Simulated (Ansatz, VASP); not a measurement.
## Rh (Rhodium) in two plane-wave programs

Aim: how closely do two programs agree when they are given the same cell, functional and k mesh? The cell is taken from a series of VASP runs on this material, whose earlier steps may have relaxed, scaled or displaced it; both programs get it as it stands. Valence electrons are named where the data sets of a main pair hold unlike numbers.

Main program and level: Ansatz 0.2.0; plane waves, with VASP 6.6.1 beside it; relaxation of cell and atoms at PBEsol with D3(BJ).

## Step 1: The structure

Symmetry: Fm-3m, No. 225, cubic system. Conventional cell: a = 3.748 Å, b = 3.748 Å, c = 3.748 Å, α = 90.00°, β = 90.00°, γ = 90.00°. Nearest to Rh lie 12 Rh at 2.65 Å.

Coordinates:

```
Rh
1.0
     0.00000    1.87404    1.87404
     1.87404    0.00000    1.87404
     1.87404    1.87404    0.00000
Rh
1
Direct
  0.00000 0.00000 0.00000
```

## Step 2: VASP: relaxation of cell and atoms, PBEsol with D3(BJ)

The relaxed volume is the usual yardstick between codes: in a stiff, nearly cubic crystal its relative difference is about their pressure difference at one cell divided by the bulk modulus.

Lines of VASP's logs that name or quote its potential files are left out, and so is its time.

Contents of INCAR:

```
SYSTEM = Rh
PREC = Accurate
ENCUT = 450
EDIFF = 1E-06
NELM = 100
ISMEAR = 1
SIGMA = 0.1
LREAL = .FALSE.
ALGO = Normal
GGA = PS
IVDW = 12
LORBIT = 11
LWAVE = .FALSE.
LCHARG = .FALSE.
KPAR = 2
IBRION = 2
NSW = 50
ISIF = 3
EDIFFG = -0.01
```

Contents of POSCAR:

```
Rh
1.0
    0.0000000000      1.8740440452      1.8740440452
    1.8740440452      0.0000000000      1.8740440452
    1.8740440452      1.8740440452      0.0000000000
Rh
1
Direct
    0.0000000000      0.0000000000      0.0000000000
```

Contents of KPOINTS:

```
Automatic mesh
0
Gamma
12 12 12
0 0 0
```

Potentials, in the order of the species: Rh_pv (PBE family, release 64).

On the command line:

```
> mpirun -np 2 vasp_std
```

Numbers of over 12 decimals in the logs are rounded to 6 here.

The log of the run:

```text
[banner, memory and clock lines left out]
running    2 mpi-ranks, on    1 nodes
 distrk:  each k-point on    1 cores,    2 groups
 distr:  one band on    1 cores,    1 groups

 POSCAR found type information on POSCAR Rh
 POSCAR found :  1 types and       1 ions
|                                                                             |
|               ----> ADVICE to this user running VASP <----                  |
|                                                                             |
|     You enforced a specific xc type in the INCAR file but a different       |
|     [... a line on the potential file left out ...]
|     I HOPE YOU KNOW WHAT YOU ARE DOING!                                     |
|                                                                             |

 LDA part: xc-table for (Slater+PW92), standard interpolation
 POSCAR, INCAR and KPOINTS ok, starting setup
 FFT: planning ... GRIDC
 FFT: planning ... GRID_SOFT
 FFT: planning ... GRID
 WAVECAR not read
 entering main loop
       N       E                     dE             d eps       ncg     rms          rms(c)
DAV:   1     0.103206773226E+03    0.10321E+03   -0.87377E+03  1592   0.132E+03
DAV:   2    -0.743534635441E+01   -0.11064E+03   -0.10598E+03  1632   0.366E+02
DAV:   3    -0.876039800787E+01   -0.13251E+01   -0.13165E+01  1833   0.457E+01
DAV:   4    -0.876819430660E+01   -0.77963E-02   -0.77959E-02  1748   0.361E+00
DAV:   5    -0.876830843162E+01   -0.11413E-03   -0.11412E-03  1805   0.403E-01    0.122E+01
DAV:   6    -0.816532199381E+01    0.60299E+00   -0.13224E+00  1659   0.174E+01    0.397E+00
DAV:   7    -0.813905548631E+01    0.26267E-01   -0.35259E-02  1821   0.249E+00    0.173E+00
DAV:   8    -0.813405966371E+01    0.49958E-02   -0.51459E-03  1644   0.119E+00    0.296E-01
DAV:   9    -0.813377296796E+01    0.28670E-03   -0.20042E-04  1821   0.239E-01    0.234E-02
DAV:  10    -0.813377791000E+01   -0.49420E-05   -0.25309E-06  1656   0.222E-02    0.435E-03
DAV:  11    -0.813377799623E+01   -0.86230E-07   -0.40974E-07   933   0.988E-03
   1 F= -.87692846E+01 E0= -.87692822E+01  d E =-.876928E+01
 curvature:   0.00 expect dE= 0.000E+00 dE for cont linesearch  0.000E+00
 trial: gam= 0.00000 g(F)=  0.235E-62 g(S)=  0.592E-04 ort = 0.000E+00 (trialstep = 0.100E+01)
 search vector abs. value=  0.592E-04
 bond charge predicted
       N       E                     dE             d eps       ncg     rms          rms(c)
DAV:   1    -0.813435522988E+01   -0.57732E-03   -0.38190E-02  1656   0.328E+00    0.377E-01
DAV:   2    -0.813186097392E+01    0.24943E-02   -0.58152E-03  1653   0.117E+00    0.628E-02
DAV:   3    -0.813183156017E+01    0.29414E-04   -0.10314E-04  1782   0.143E-01    0.341E-02
DAV:   4    -0.813184162895E+01   -0.10069E-04   -0.19139E-05  1680   0.596E-02    0.266E-03
DAV:   5    -0.813184125583E+01    0.37313E-06   -0.39733E-07  1062   0.102E-02
   2 F= -.87692291E+01 E0= -.87692217E+01  d E =0.555707E-04
 trial-energy change:    0.000056  1 .order    0.000054   -0.000059    0.000168
 step:   0.2607(harm=  0.2607)  dis= 0.00000  next Energy=    -8.769292 (dE=-0.771E-05)
 bond charge predicted
       N       E                     dE             d eps       ncg     rms          rms(c)
DAV:   1    -0.813467280409E+01   -0.28312E-02   -0.20920E-02  1665   0.243E+00    0.275E-01
DAV:   2    -0.813331614052E+01    0.13567E-02   -0.31883E-03  1638   0.867E-01    0.476E-02
DAV:   3    -0.813329669577E+01    0.19445E-04   -0.56049E-05  1782   0.105E-01    0.254E-02
DAV:   4    -0.813329552603E+01    0.11697E-05   -0.10441E-05  1680   0.440E-02    0.196E-03
DAV:   5    -0.813329566077E+01   -0.13474E-06   -0.23789E-07   933   0.791E-03
   3 F= -.87692919E+01 E0= -.87692882E+01  d E =-.722816E-05
 curvature:  -0.13 expect dE=-0.545E-07 dE for cont linesearch -0.545E-07
 trial: gam= 0.00000 g(F)=  0.563E-62 g(S)=  0.418E-06 ort =-0.497E-05 (trialstep = 0.852E+00)
 search vector abs. value=  0.418E-06
 reached required accuracy - stopping structural energy minimisation
```

From OUTCAR (step 2):

```text
ion  position               nearest neighbor table
   1  0.000  0.000  0.000-

  LATTYP: Found a face centered cubic cell.
 ALAT       =     3.7480880904

 Subroutine GETGRP returns: Found 48 space group operations
 (whereof 48 operations were pure point group operations)

The static configuration has the point symmetry O_h .

 Found     72 irreducible k-points:

   k-points           NKPTS =     72   k-points in BZ     NKDIM =     72   number of bands    NBANDS=     11

   dimension x,y,z NGX =    18 NGY =   18 NGZ =   18
   dimension x,y,z NGXF=    36 NGYF=   36 NGZF=   36

   ENCUT  =  450.0 eV  33.07 Ry    5.75 a.u.   4.58  4.58  4.58*2*pi/ulx,y,z

   NELECT =      15.0000    total number of electrons

 k-points in reciprocal lattice and weights: Automatic mesh
   0.00000000  0.00000000  0.00000000       0.001
   0.08333333  0.00000000  0.00000000       0.005
   0.16666667  0.00000000  0.00000000       0.005
   0.25000000  0.00000000  0.00000000       0.005
   0.33333333  0.00000000  0.00000000       0.005
   0.41666667  0.00000000  0.00000000       0.005
   0.50000000  0.00000000  0.00000000       0.002
   0.08333333  0.08333333  0.00000000       0.003
   0.16666667  0.08333333  0.00000000       0.014
[...]
-0.33333333  0.50000000  0.16666667       0.007
  -0.25000000  0.50000000  0.25000000       0.003

 Edisp (eV)   -0.63739

 average (electrostatic) potential at core
       1 -70.0395

 E-fermi :  12.6303

 k-point     1 :       0.0000    0.0000    0.0000
  band No.  band energies     occupation
    ...
      5       9.2596      2.00000
      6       9.2596      2.00000
      7       9.2596      2.00000
      8      11.5240      2.00000
      9      11.5240      2.00000
     10      28.4810      0.00000
     11      34.1843      0.00000

 k-point     2 :       0.0833    0.0000    0.0000
  band No.  band energies     occupation
    ...
      5       9.1306      2.00000
      6       9.3727      2.00000
      7       9.3727      2.00000
      8      11.4610      2.00000
      9      11.4610      2.00000
     10      28.9135      0.00000
     11      32.7368      0.00000

 k-point     3 :       0.1667    0.0000    0.0000
  band No.  band energies     occupation
    ...
      5       8.9033      2.00000
      6       9.6024      2.00000
      7       9.6024      2.00000
      8      11.4046      2.00000
      9      11.4046      2.00000
     10      29.8795      0.00000
     11      30.4001      0.00000

 Edisp (eV)   -0.63600

  Total       0.00170     0.00170     0.00170     0.00000     0.00000     0.00000
  in kB       0.20699     0.20699     0.20699     0.00000     0.00000     0.00000
  external pressure =        0.21 kB  Pullay stress =        0.00 kB

  energy-cutoff  :      450.00
  volume of cell :       13.15
      direct lattice vectors                 reciprocal lattice vectors
     0.000000000  1.873567407  1.873567407    -0.266870569  0.266870569  0.266870569
     1.873567407  0.000000000  1.873567407     0.266870569 -0.266870569  0.266870569
     1.873567407  1.873567407  0.000000000     0.266870569  0.266870569 -0.266870569

 POSITION                                       TOTAL-FORCE (eV/Angst)
 -----------------------------------------------------------------------------------
      0.00000      0.00000      0.00000         0.000000     -0.000000      0.000000
 -----------------------------------------------------------------------------------
    total drift:                                0.000000     -0.000000      0.000000

  FREE ENERGIE OF THE ION-ELECTRON SYSTEM (eV)
  ---------------------------------------------------
  free  energy   TOTEN  =        -8.7692918751 eV

  energy  without entropy=       -8.7692807739  energy(sigma->0) =       -8.76928817

 reached required accuracy - stopping structural energy minimisation

 total charge
# of ion       s       p       d       tot
------------------------------------------
    1        0.430   6.338   7.089  13.858

[... 3 further parts left out ...]
```

This run has no spin polarisation. Its electron count is odd, so without a moment it is a metal by construction. Dispersion corrections of this kind ignore metallic screening and tend to overbind metals. The run keeps the 48 symmetry operations of its start, so it cannot find a distortion of lower symmetry.

## Step 3: Ansatz: relaxation of cell and atoms, PBEsol with D3(BJ)

Ansatz runs on its default PAW (the set named soft_2) files.

The same cell, functional, mesh and smearing now go to Ansatz, which takes its cutoff from its data sets.

Contents of input.yaml:

```yaml
crystal:
  lattice:
    - [0.0, 1.8740440452, 1.8740440452]
    - [1.8740440452, 0.0, 1.8740440452]
    - [1.8740440452, 1.8740440452, 0.0]
  atoms:
    - { symbol: Rh, position: [0.0, 0.0, 0.0] }
hamiltonian:
  xc: pbesol
  pseudopotentials: { kind: paw }
  dispersion: d3bj
kpoints:
  mp_grid: { grid: [12, 12, 12] }
scf:
  occupations: { method: methfessel_paxton, width: 0.1 }
relax:
  f_tol: 0.01
  max_steps: 60
  cell: { stress_tol: 0.05 }
output:
  forces: true
  stress: true
```

On the command line:

```
> ansatz run input.yaml --threads 4 --pin off --max-ram 9216MiB --backend cpu --events-out ev --progress --plain --runs-dir out
```

The log of the run:

```text
Engine: ansatz 0.2.0, aarch64-unknown-linux-gnu
Pseudopotentials: kind: paw
Pseudopotential: Rh, paw, valence charge 17, recommended cutoff 420 eV (normal), Rh.paw.azcp
Functional definition: PBEsol
  exchange = pbesol_x
  correlation = pbesol_c
Crystal: 1 atoms, lattice volume = 13.163 Å³
Basis set: ecut = 420 eV, 259 PW (Γ), exchange–correlation on 36×36×36 points (8 copies of the dense FFT grid, shifted against one another)
Bands: 13, of which v1, the nominal top of the filled ones, is band 9 counted from 1 (8 counted from 0)
Symmetry: 48 space group operations
Space group: Fm-3m (ITA 225), of the structure as read, at distance tolerance 2.4e-5 Å
k-points: 72 of 1728
Non-local potential: Rh, projectors of the file, l = 0: 3, l = 1: 2, l = 2: 2, l = 3: 1
PAW form: soft (Blöchl's): semilocal exchange-correlation on the pseudo side does not see the compensation charge
PAW frozen core: Rh, regenerated for the run's functional, and the local potential with it (the file was generated under x = pbe(κ = 0.804, μ = 0.219515), c = pbe(β = 0.066725))
PAW one-centre angular grid: Rh, 590 points (default); XC on 64 Gauss nodes
Initial density: superposition of atomic densities (neutral atoms: chi_scale 0, normalization atom), corrected by the library's trained network
Initial wavefunctions: pseudopotential atomic-orbital guess
Functional: x = pbesol(κ = 0.804, μ = 0.123457), c = pbesol(β = 0.046)
SCF iter   1: F=—  HF=-6339.382065 eV  |F-HF|=—  |Δ(HF+E_count)|=         —  Δρ=1.11e-2  dr2=1.26e-2  ethr=1.77e-3  ⟨swp⟩=4.8  Hψ=5150  notcnv=0
preconditioner: auto → none  [metal: Δε(μ)=0.030 eV  Ē_g=14.444 eV  σ=0.100 eV  W_gap=0.25  n_scr=0 (ndim 8)  ℏωp=30.7 eV  f_vac=0.000  D(μ)=0.98/eV (n_scr^D=14)]
SCF iter   2: F=—  HF=-6339.378467 eV  |F-HF|=—  |Δ(HF+E_count)|=   3.60e-3  S|Δr|=    0.00e0  Δρ=3.96e-3  dr2=1.10e-3  ethr=7.43e-5  ⟨swp⟩=2.7  Hψ=2124  notcnv=0  defer=10
SCF iter   3: F=—  HF=-6339.378150 eV  |F-HF|=—  |Δ(HF+E_count)|=   3.17e-4  S|Δr|=    0.00e0  Δρ=1.56e-3  dr2=5.99e-5  ethr=6.44e-6  ⟨swp⟩=2.4  Hψ=1352  notcnv=0  defer=10
SCF iter   4: F=—  HF=-6339.378144 eV  |F-HF|=—  |Δ(HF+E_count)|=   6.38e-6  S|Δr|=    0.00e0  Δρ=9.11e-5  dr2=3.05e-7  ethr=3.53e-7  ⟨swp⟩=2.0  Hψ=1523  notcnv=0  defer=10
SCF iter   5: F=-6339.378144 eV  HF=-6339.378144 eV  |F-HF|=2.01e-9  |Δ(HF+E_count)|=  1.00e-10  S|Δr|=    0.00e0  Δρ=2.11e-5  dr2=1.04e-8  ethr=5.88e-10  ⟨swp⟩=4.0  Hψ=3091  notcnv=0
SCF 1 converged in 5 iterations: F = -6339.378144 eV  dr2 = 1.04e-8
  greatest PAW one-centre occupation: 1.000 electrons in one spin orbital (limit 2), on the Rh atom at site 0 (counted from 0), in its partial waves of l = 0
relax step   1: F+E_penalty+E_count = -6339.37814382 eV  Δ(F+E_penalty+E_count) = +0.000e0 eV  max|allowed force component| = 0.000e0 eV/Å  Δτ_max = 0.0000 Å  P = -0.029 GPa  Ω = 13.163 Å³  (5 SCF iters, dr2 threshold 1.00e-7 eV, accepted)
Initial density: handed on by an earlier stage of this run
Initial wavefunctions: pseudopotential atomic-orbital guess (no wavefunctions were taken with the density)
iter 1 solved again at ethr=8.38e-9 eV; its pass at ethr=3.10e-3 eV (dr2=1.42e-6 eV) is discarded
SCF iter   1: F=—  HF=-6339.378143 eV  |F-HF|=—  |Δ(HF+E_count)|=         —  Δρ=2.10e-5  dr2=1.03e-8  ethr=8.38e-9  ⟨swp⟩=3.2  Hψ=7929  notcnv=0
preconditioner: auto → none  [insulator: Δε(μ)=0.129 eV  Ē_g=14.445 eV  σ=0.100 eV  W_gap=0.60  n_scr=0 (ndim 8)  ℏωp=30.7 eV  f_vac=0.000  D(μ)=1.03/eV (n_scr^D=14)  ε∞_Penn≈5.5]
SCF iter   2: F=—  HF=-6339.378144 eV  |F-HF|=—  |Δ(HF+E_count)|=   8.90e-7  S|Δr|=    0.00e0  Δρ=1.04e-5  dr2=2.25e-9  ethr=6.07e-11  ⟨swp⟩=2.2  Hψ=1271  notcnv=0
SCF iter   3: F=—  HF=-6339.378144 eV  |F-HF|=—  |Δ(HF+E_count)|=   1.33e-9  S|Δr|=    0.00e0  Δρ=2.81e-6  dr2=6.04e-10  ethr=1.32e-11  ⟨swp⟩=2.0  Hψ=1554  notcnv=0
SCF iter   4: F=-6339.378144 eV  HF=-6339.378144 eV  |F-HF|=9.09e-13  |Δ(HF+E_count)|=  1.22e-10  S|Δr|=    0.00e0  Δρ=4.29e-7  dr2=5.89e-12  ethr=1.00e-12  ⟨swp⟩=4.2  Hψ=4299  notcnv=0
SCF 2 converged in 4 iterations: F = -6339.378144 eV  dr2 = 5.89e-12
relax step   2: F+E_penalty+E_count = -6339.37814382 eV  Δ(F+E_penalty+E_count) = -1.317e-9 eV  max|allowed force component| = 0.000e0 eV/Å  Δτ_max = 0.0000 Å  P = -0.029 GPa  Ω = 13.163 Å³  stress off target by 2.93e-2 GPa  SCF on the basis re-selected at this cell (its energy is not comparable with the rows above)  (4 SCF iters)
basis re-selected at this cell: Δ(F+E_penalty+E_count) = -1.317e-9 eV, ΔP = -0.000 GPa vs the last step (what re-selecting the basis moved, of the pressure what is left beyond the Pulay correction that the steps carried, after the strain that the cell walked since its last selection, with what the two solves' SCF thresholds leave and, on support functions, any second-order correction that the steps lacked; it is no measure of the basis error at this ecutwfc). This SCF's stress stands 2.93e-2 GPa from its target on what of the cell is left free (relax.cell.stress_tol is 5.00e-2 GPa) and its largest allowed force component is 0.00e0 eV/Å (relax.f_tol is 1.00e-2 eV/Å): [rest of the remark cut]
SCF converged after 4 iterations
Stability not checked: this state was not tested for a lower state beside it, because cold or Methfessel-Paxton smearing, or corrected tetrahedra, fill the levels in a way that the test cannot read (fill_not_monotonic; see scf.lower_state_search)
Free energy (F): -6339.378144 eV
Harris-Foulkes:  -6339.378144 eV  (|F-HF|=9.09e-13)
Internal energy: -6339.378122 eV  (E = F + TS)
E sigma→0 (E₀):  -6339.378138 eV
Entropy (-TS):   -0.000022 eV (-0.022 meV/atom)
Fermi energy:    23.564450 eV
--- Per-component energies (eV) ---
  E_band       = -68.956083
  E_kinetic    = 574.607044
  E_local      = -1509.585528  (includes V_loc(G=0)·N_el)
  E_nonlocal   = 356.161121
  E_hartree    = 530.110941
  E_xc         = -221.246282
  E_vxc        = -278.813382  (∫ρ·V_xc dr)
  E_paw        = -3523.783387  (= ΣΔE_a)
  E_vpaw       = -271.548010  (= ΣTr[D̂ρ^β])
  E_aug_tail   = 0.000785  (compensation charges beyond the density's cutoff)
  E_ewald      = -2545.283328
  E_disp       = -0.635688  (pairwise vdW)
  E_core_change = 0.276200  (= ΣΔE_core)
  E_smearing   = -0.000022  (= −TS)
  E_closure    = -0.000000  (closes the sum)
  Σ components = -6339.378144   (vs F -6339.378144, Δ=0.00e0)
--- Forces (eV/Å), atoms counted from 1 ---
  atom   1  Rh     0.00000000     0.00000000    -0.00000000
  max |Σ_I F_I| component: 8.22e-32 eV/Å
--- Stress (GPa, compression-positive) ---
       -0.029336      -0.000000       0.000000
       -0.000000      -0.029336      -0.000000
       -0.000000       0.000000      -0.029336
  P = ⅓ Tr σ = -0.0293 GPa (-0.293 kbar)
--- Relaxed structure (1 steps of the walk, 1 accepted, 1 SCFs on fresh bases) ---
  F+E_penalty+E_count = -6339.37814382 eV   max|allowed force component| = 0.000e0 eV/Å   (the final SCF, on the basis selected at the relaxed cell)
  cell:  # Å, volume = 13.1634 Å³
    - [0.0, 1.8740440452, 1.8740440452]
    - [1.8740440452, 0.0, 1.8740440452]
    - [1.8740440452, 1.8740440452, 0.0]
  atoms:
    - { symbol: Rh, position: [0.0, 0.0, 0.0] }
```

Run time: 0.57 s. Hardware: 4 threads of Arm Neoverse V2, shared host; peak memory 0.26 GiB; 1.4 s of CPU time.

## Step 4: Comparison

Known differences besides the potentials themselves: both relaxations stop at a tolerance, which leaves soft axes loose, and VASP keeps its plane-wave basis; the data sets hold 17 valence electrons in Ansatz (on its default PAW (the set named soft_2) files) and 15 in VASP; the cutoff is 420 eV in Ansatz and 450 eV in VASP; Ansatz makes its cores anew for this functional, VASP keeps those of its PBE data sets; VASP leaves aspherical gradient terms in its spheres out (LASPH is not set), Ansatz keeps them; Ansatz adds a Pulay correction to the stress that steers its cell, VASP none. Total energies have different zeros and are not compared.

The two programs side by side:

| quantity | Ansatz | VASP | difference |
| --- | --- | --- | --- |
| volume (Å³) | 13.16 | 13.15 | +0.08 % |
| edge a after relaxation, in the typed setting (Å) | 2.650 | 2.650 | +0.03 % |

The walks stopped with -0.03 GPa left in Ansatz and 0.02 GPa in VASP; each walk ends within a tolerance, so the volume difference is uncertain by about these residues over the bulk modulus, most in soft cells.

## Step 5: Summary of results

```json
{"difference in volume (relaxation of cell and atoms, PBEsol with D3(BJ))": "0.076 %"}
```

What this shows: The difference in volume is 0.076 % (relaxation of cell and atoms, PBEsol with D3(BJ)), within the 1.2 % picked in this series as the mark of a large difference, as far as the stopping tolerances let one tell. The data sets hold unlike numbers of valence electrons (17 in Ansatz and 15 in VASP), so part of the differences comes from the potentials. Such differences can come from data sets, numerical settings and the points named under the comparisons, not from the functional's error against experiment.

[Lines on the potential files, build, host, timing and source positions are cut from VASP's logs without a mark.]

[Logs are printed without paths, hosts, clocks, repeated set-up lines and the standing remarks that a program may print on its own settings, such as how far it seeks lower states.]

[Hosts, paths, dates, database ids (printed as entryN), source tags and the programs' standing remarks are cut or masked in the printed files.]
